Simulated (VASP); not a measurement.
Given:

```
CELL_PARAMETERS angstrom
      0.00000     3.33540     3.33540
      3.33540     0.00000     3.33540
      3.33540     3.33540     0.00000
ATOMIC_POSITIONS crystal
  Na 0.25000 0.25000 0.25000
  Na 0.75000 0.75000 0.75000
  S  0.00000 0.00000 0.00000
```

The numbers are results of PBE GGA, VASP's PBE PAW potentials (set 64) (plane waves; VASP), not measurements. Numerical set-up: 400 eV cut-off, 5×5×5 Γ-centred mesh, first-order Methfessel-Paxton smearing of 0.050 eV, potentials Na_pv S.

**Question.** What does the run give for the energy per atom (σ→0), pressure, band gap (on the k-mesh) with the smallest direct gap where there is one?

**Answer.** 
| Quantity | Value |
|---|---|
| band gap (on the k-mesh) | 2.30 eV |
| smallest direct gap (on the k-mesh) | 2.30 eV |
| energy per atom (σ→0) | -3.321 eV/atom |
| pressure | -1.34 GPa |

The absolute energy has meaning only against runs of the same code, potentials and settings.

The compound is Na2S in the antifluorite structure. The cell was not relaxed at this level. The run is one of a series of settings (ISMEAR = 1 against the base run), some of them coarse on purpose.
